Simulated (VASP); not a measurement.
Level of theory: PW91 GGA, VASP's PBE PAW potentials (set 64) (plane waves; VASP).

VASP input:

### INCAR
```
SYSTEM = In
PREC = Accurate
ENCUT = 520
EDIFF = 1E-6
NELM = 100
ALGO = Normal
LREAL = .FALSE.
LASPH = .TRUE.
ISMEAR = 1
SIGMA = 0.1
GGA = 91
LMAXMIX = 4
LWAVE = .FALSE.
LCHARG = .FALSE.
IBRION = 2
ISIF = 3
NSW = 60
EDIFFG = -0.01
```

### KPOINTS
```
Automatic mesh
0
Gamma
 14 14 14
0 0 0
```

### POSCAR
```
In
1
   -1.6250000000     1.6250000000     2.4750000000
    1.6250000000    -1.6250000000     2.4750000000
    1.6250000000     1.6250000000    -2.4750000000
In
1
Direct
  0.0000000000   0.0000000000   0.0000000000
```

POTCAR, in this order: In_d (PBE.64 set). Program: vasp_std.

Output of the run:

OUTCAR:
```
 ion  position               nearest neighbor table
   1  0.000  0.000  0.000-
  LATTYP: Found a body centered tetragonal cell.
 ALAT       =     3.2500000000
 C/A-ratio  =     1.5230769231
 Subroutine PRICEL returns:
 Original cell was already a primitive cell.
 Subroutine GETGRP returns: Found 16 space group operations
The static configuration has the point symmetry D_4h.
The dynamic configuration has the point symmetry D_4h.
 Subroutine INISYM returns: Found 16 space group operations
 Subroutine IBZKPT returns following result:
 Found    244 irreducible k-points:

 Following reciprocal coordinates:
            Coordinates               Weight
  0.000000  0.000000  0.000000      1.000000
  0.071429  0.000000  0.000000      8.000000
  0.142857  0.000000  0.000000      8.000000
  0.214286 -0.000000  0.000000      8.000000
  0.285714  0.000000 -0.000000      8.000000
  0.357143  0.000000  0.000000      8.000000
  0.428571 -0.000000  0.000000      8.000000
  0.500000  0.000000 -0.000000      4.000000
  0.071429  0.071429 -0.000000      8.000000
  0.142857  0.071429 -0.000000     16.000000
  0.214286  0.071429  0.000000     16.000000
  0.285714  0.071429  0.000000     16.000000
  0.357143  0.071429  0.000000     16.000000
  0.428571  0.071429  0.000000     16.000000
  0.500000  0.071429 -0.000000     16.000000
 -0.428571  0.071429 -0.000000     16.000000
 -0.357143  0.071429  0.000000     16.000000
 -0.285714  0.071429  0.000000     16.000000
 -0.214286  0.071429  0.000000     16.000000
 -0.142857  0.071429  0.000000     16.000000
 -0.071429  0.071429  0.000000      4.000000
  0.142857  0.142857 -0.000000      8.000000
  0.214286  0.142857 -0.000000     16.000000
  0.285714  0.142857 -0.000000     16.000000
...
```

OSZICAR:
```
       N       E                     dE             d eps       ncg     rms          rms(c)
DAV:   1     0.711479863654E+02    0.71148E+02   -0.65826E+03  4932   0.164E+03
DAV:   2     0.111640081050E+00   -0.71036E+02   -0.70066E+02  4978   0.290E+02
DAV:   3    -0.255440843416E+01   -0.26660E+01   -0.26587E+01  5614   0.646E+01
DAV:   4    -0.261523331248E+01   -0.60825E-01   -0.60808E-01  6294   0.988E+00
DAV:   5    -0.261762341426E+01   -0.23901E-02   -0.23900E-02  5908   0.157E+00    0.250E+00
DAV:   6    -0.258629134127E+01    0.31332E-01   -0.62814E-02  5568   0.561E+00    0.117E+00
DAV:   7    -0.258071892532E+01    0.55724E-02   -0.17360E-02  5756   0.273E+00    0.272E-01
DAV:   8    -0.258028761480E+01    0.43131E-03   -0.80290E-04  5922   0.570E-01    0.284E-02
DAV:   9    -0.258029212978E+01   -0.45150E-05   -0.14847E-05  7014   0.597E-02    0.181E-02
DAV:  10    -0.258029299785E+01   -0.86807E-06   -0.13457E-06  4744   0.151E-02
   1 F= -.25802930E+01 E0= -.25802835E+01  d E =-.258029E+01
       N       E                     dE             d eps       ncg     rms          rms(c)
DAV:   1    -0.290416091303E+01   -0.32387E+00   -0.86334E+00  5480   0.719E+01    0.323E+00
DAV:   2    -0.263082143608E+01    0.27334E+00   -0.58290E-01  5440   0.176E+01    0.124E+00
DAV:   3    -0.258961270655E+01    0.41209E-01   -0.15181E-01  6376   0.871E+00    0.413E-01
DAV:   4    -0.258853606406E+01    0.10766E-02   -0.24238E-03  5306   0.627E-01    0.260E-01
DAV:   5    -0.258771607401E+01    0.81999E-03   -0.11450E-03  5120   0.282E-01    0.713E-02
DAV:   6    -0.258772454018E+01   -0.84662E-05   -0.12945E-04  5474   0.983E-02    0.150E-02
DAV:   7    -0.258772396310E+01    0.57709E-06   -0.41853E-06  5348   0.219E-02
   2 F= -.25877240E+01 E0= -.25876640E+01  d E =-.743097E-02
       N       E                     dE             d eps       ncg     rms          rms(c)
DAV:   1    -0.258788786217E+01   -0.16332E-03   -0.40080E-03  5516   0.146E+00    0.756E-02
DAV:   2    -0.258775375605E+01    0.13411E-03   -0.30385E-04  5464   0.406E-01    0.262E-02
DAV:   3    -0.258773459531E+01    0.19161E-04   -0.64083E-05  6208   0.180E-01    0.128E-02
DAV:   4    -0.258773343446E+01    0.11609E-05   -0.97654E-07  3456   0.114E-02    0.810E-03
DAV:   5    -0.258773213074E+01    0.13037E-05   -0.56091E-07  2914   0.720E-03    0.201E-03
DAV:   6    -0.258773181529E+01    0.31544E-06   -0.18828E-07  2568   0.749E-03
   3 F= -.25877318E+01 E0= -.25876707E+01  d E =-.743882E-02
       N       E                     dE             d eps       ncg     rms          rms(c)
DAV:   1    -0.258799536880E+01   -0.26324E-03   -0.80160E-03  5504   0.995E-01    0.792E-02
DAV:   2    -0.258786217534E+01    0.13319E-03   -0.19517E-04  7010   0.324E-01    0.515E-02
DAV:   3    -0.258778148316E+01    0.80692E-04   -0.84540E-05  6208   0.286E-01    0.103E-02
DAV:   4    -0.258778270353E+01   -0.12204E-05   -0.12268E-05  5348   0.369E-02    0.133E-02
DAV:   5    -0.258778273002E+01   -0.26496E-07   -0.23204E-07  2580   0.685E-03
   4 F= -.25877827E+01 E0= -.25877142E+01  d E =-.509147E-04
       N       E                     dE             d eps       ncg     rms          rms(c)
DAV:   1    -0.258980728837E+01   -0.20246E-02   -0.72086E-02  5500   0.298E+00    0.238E-01
DAV:   2    -0.258860229071E+01    0.12050E-02   -0.17487E-03  6938   0.947E-01    0.154E-01
DAV:   3    -0.258787153448E+01    0.73076E-03   -0.76910E-04  6076   0.846E-01    0.307E-02
DAV:   4    -0.258788217494E+01   -0.10640E-04   -0.11168E-04  5398   0.112E-01    0.399E-02
DAV:   5    -0.258788235182E+01   -0.17688E-06   -0.27851E-06  4742   0.207E-02
   5 F= -.25878824E+01 E0= -.25877947E+01  d E =-.150537E-03
       N       E                     dE             d eps       ncg     rms          rms(c)
DAV:   1    -0.259559069775E+01   -0.77085E-02   -0.28821E-01  5506   0.597E+00    0.476E-01
DAV:   2    -0.259074915387E+01    0.48415E-02   -0.69663E-03  6876   0.179E+00    0.310E-01
DAV:   3    -0.258782701015E+01    0.29221E-02   -0.31280E-03  6094   0.164E+00    0.613E-02
DAV:   4    -0.258786714884E+01   -0.40139E-04   -0.43093E-04  5410   0.220E-01    0.793E-02
DAV:   5    -0.258786776535E+01   -0.61650E-06   -0.12401E-05  6740   0.439E-02    0.475E-02
DAV:   6    -0.258786773932E+01    0.26027E-07   -0.55206E-07  2626   0.139E-02
   6 F= -.25878677E+01 E0= -.25878251E+01  d E =-.135924E-03
       N       E                     dE             d eps       ncg     rms          rms(c)
DAV:   1    -0.258998574204E+01   -0.21180E-02   -0.78399E-02  5528   0.315E+00    0.248E-01
DAV:   2    -0.258868218287E+01    0.13036E-02   -0.18742E-03  7024   0.991E-01    0.160E-01
DAV:   3    -0.258789658403E+01    0.78560E-03   -0.82107E-04  6180   0.875E-01    0.311E-02
DAV:   4    -0.258790706931E+01   -0.10485E-04   -0.12143E-04  5462   0.117E-01    0.408E-02
DAV:   5    -0.258790706303E+01    0.62867E-08   -0.33716E-06  4888   0.240E-02
   7 F= -.25879071E+01 E0= -.25878293E+01  d E =-.175248E-03
       N       E                     dE             d eps       ncg     rms          rms(c)
DAV:   1    -0.258796563853E+01   -0.58569E-04   -0.21747E-03  5524   0.523E-01    0.417E-02
DAV:   2    -0.258792920463E+01    0.36434E-04   -0.51146E-05  6984   0.168E-01    0.270E-02
DAV:   3    -0.258790705969E+01    0.22145E-04   -0.23185E-05  6186   0.148E-01    0.522E-03
DAV:   4    -0.258790731247E+01   -0.25278E-06   -0.33302E-06  4750   0.195E-02
   8 F= -.25879073E+01 E0= -.25878254E+01  d E =-.175497E-03
       N       E                     dE             d eps       ncg     rms          rms(c)
DAV:   1    -0.258893111302E+01   -0.10241E-02   -0.26263E-02  5494   0.375E+00    0.194E-01
DAV:   2    -0.258804579900E+01    0.88531E-03   -0.19914E-03  5428   0.104E+00    0.674E-02
DAV:   3    -0.258792322307E+01    0.12258E-03   -0.42121E-04  6356   0.462E-01    0.314E-02
DAV:   4    -0.258791805945E+01    0.51636E-05   -0.68805E-06  5102   0.301E-02    0.197E-02
DAV:   5    -0.258791351162E+01    0.45478E-05   -0.35228E-06  5036   0.145E-02    0.519E-03
DAV:   6    -0.258791285629E+01    0.65533E-06   -0.38306E-07  2598   0.577E-03
   9 F= -.25879129E+01 E0= -.25878302E+01  d E =-.554381E-05
```

### OUTCAR
```
------------------------ aborting loop because EDIFF is reached ----------------------------------------
  FORCE on cell =-STRESS in cart. coord.  units (eV):
  Direction    XX          YY          ZZ          XY          YZ          ZX
  --------------------------------------------------------------------------------------
  Total       -0.0060576     -0.0060576     -0.0027994      0.0000000     -0.0000000      0.0000000
  in kB       -0.3537598     -0.3537598     -0.1634860      0.0000000     -0.0000000      0.0000000
  external PRESSURE =      -0.2903352 kB  Pullay stress =       0.0000000 kB
  volume of cell :       27.43
      direct lattice vectors                 reciprocal lattice vectors
    -1.642151104  1.642151104  2.543411107     0.000000000  0.304478680  0.196586387
     1.642151104 -1.642151104  2.543411107     0.304478680  0.000000000  0.196586387
     1.642151104  1.642151104 -2.543411107     0.304478680  0.304478680  0.000000000
 POSITION                                       TOTAL-FORCE (eV/Angst)
 -----------------------------------------------------------------------------------
      0.00000      0.00000     -0.00000        -0.000000      0.000000      0.000000
 -----------------------------------------------------------------------------------
    total drift:                                0.000000     -0.000000      0.000000
  FREE ENERGIE OF THE ION-ELECTRON SYSTEM (eV)
  ---------------------------------------------------
  free  energy   TOTEN  =        -2.5879128563 eV

  energy  without entropy=       -2.5876649338  energy(sigma->0) =       -2.58783022

 reached required accuracy - stopping structural energy minimisation
```
(Selected blocks of OUTCAR.)

**CONTCAR**
```
In
   1.00000000000000
    -1.6421511044007480    1.6421511044007480    2.5434111072354764
     1.6421511044007480   -1.6421511044007480    2.5434111072354764
     1.6421511044007480    1.6421511044007480   -2.5434111072354764
  In
     1
Direct
     0.0000000000000000    0.0000000000000000    0.0000000000000000
```

Energy and stress use the plane-wave basis of the starting cell.

The compound is In in the bct structure. This run relaxes it. Symmetry was kept, so distortions that lower it aren't found.
